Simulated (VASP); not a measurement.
OSZICAR of a VASP run on AuZn (CsCl type):

File OSZICAR:
```
       N       E                     dE             d eps       ncg     rms          rms(c)
DAV:   1     0.128924153606E+03    0.12892E+03   -0.11851E+04  1712   0.199E+03
DAV:   2    -0.430863967931E-01   -0.12897E+03   -0.12435E+03  1785   0.346E+02
DAV:   3    -0.409466435023E+01   -0.40516E+01   -0.40407E+01  2079   0.707E+01
DAV:   4    -0.411842465347E+01   -0.23760E-01   -0.23758E-01  1932   0.468E+00
DAV:   5    -0.411870796171E+01   -0.28331E-03   -0.28331E-03  2086   0.520E-01    0.835E+00
DAV:   6    -0.377560753585E+01    0.34310E+00   -0.11700E+00  1729   0.128E+01    0.541E+00
DAV:   7    -0.375431642699E+01    0.21291E-01   -0.34215E-02  2227   0.431E+00    0.281E+00
DAV:   8    -0.374824306302E+01    0.60734E-02   -0.97508E-03  1940   0.117E+00    0.145E-01
DAV:   9    -0.374827435710E+01   -0.31294E-04   -0.31177E-04  1977   0.231E-01    0.748E-02
DAV:  10    -0.374829801329E+01   -0.23656E-04   -0.43060E-05  2055   0.119E-01    0.165E-02
DAV:  11    -0.374829846877E+01   -0.45548E-06   -0.98836E-06  2030   0.754E-02    0.384E-03
DAV:  12    -0.374829840745E+01    0.61320E-07   -0.23241E-07  1617   0.122E-02
   1 F= -.37482984E+01 E0= -.37482850E+01  d E =-.403136E-04
```

Task: Which electronic solver shows in the log?

Result: It is blocked Davidson (ALGO = Normal, or the opening steps of other solvers). The INCAR had ALGO = Normal.

Task: Can the final energy be trusted as converged?

Result: The run converged. It stopped with EDIFF = 1E-7, NELM = 100 (RPBE GGA, plane waves, VASP's PBE PAW potentials (set 64)).

The compound is AuZn in the CsCl type structure. This cell is one point of a volume scan, at 0.94 of the reference volume. The electron count is odd and the run is not spin-polarised, which forces a metal.
